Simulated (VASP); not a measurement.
VASP ran on this input.

### KPOINTS
```
kpoints
0
Gamma
12 12 7
```

**POSCAR**
```
Y
1
    1.8037994644    -3.1242725854     0.0000000000
    1.8037994644     3.1242725854     0.0000000000
    0.0000000000     0.0000000000     5.5595217762
Y
2
Direct
  0.3333330000   0.6666670000   0.2500000000
  0.6666670000   0.3333330000   0.7500000000
```

INCAR:
```
# general
SYSTEM  = Y
PREC    = Accurate
ENCUT   = 520
LREAL   = .FALSE.
LASPH   = .TRUE.

# electronic loop
EDIFF   = 1E-7
NELM    = 100
ALGO    = Normal   # blocked Davidson
LMAXMIX = 4   # l cut-off of mixed one-centre charges

# smearing
ISMEAR  = 1
SIGMA   = 0.1   # width (eV)

# functional
GGA     = PE
IVDW    = 12

# ions
IBRION  = 2   # conjugate gradients
NSW     = 30   # most ionic steps
ISIF    = 4
EDIFFG  = -0.01   # ionic stop

# output
LWAVE   = .FALSE.
LCHARG  = .FALSE.
```

POTCAR, in this order: Y_sv (PBE.64 set). Program: vasp_std.

Question: Write an equivalent input for Quantum ESPRESSO's pw.x.

Answer: One equivalent input (not run):
```
&CONTROL
  calculation = 'vc-relax'
  pseudo_dir = './pseudo'
  outdir = './out'
  tprnfor = .true.
  tstress = .true.
  nstep = 30
  forc_conv_thr = 0.00039
/
&SYSTEM
  ibrav = 0
  nat = 2
  ntyp = 1
  ecutwfc = 72
  occupations = 'smearing'
  smearing = 'methfessel-paxton'
  degauss = 0.00735
  input_dft = 'pbe'
  vdw_corr = 'grimme-d3'
  dftd3_version = 4
  dftd3_threebody = .false.
/
&ELECTRONS
  conv_thr = 7.3e-09
  electron_maxstep = 100
/
&IONS
/
&CELL
  cell_dofree = 'shape'
/
ATOMIC_SPECIES
  Y 88.906 Y.upf
CELL_PARAMETERS angstrom
     1.8037995   -3.1242726    0.0000000
     1.8037995    3.1242726    0.0000000
     0.0000000    0.0000000    5.5595218
ATOMIC_POSITIONS crystal
  Y    0.3333330  0.6666670  0.2500000
  Y    0.6666670  0.3333330  0.7500000
K_POINTS automatic
  12 12 7 0 0 0
```
What does not carry over: the potentials are each code's own (VASP's PAW set, PseudoDojo norm-conserving files in pw.x), so ENCUT and ecutwfc are chosen apart and not converted; conv_thr bounds pw.x's estimated SCF error, while EDIFF bounds the energy change between steps; forc_conv_thr acts on force components and is met together with etot_conv_thr.

The compound is Y in the hcp structure. This run relaxes it. Symmetry was kept, so distortions that lower it aren't found.
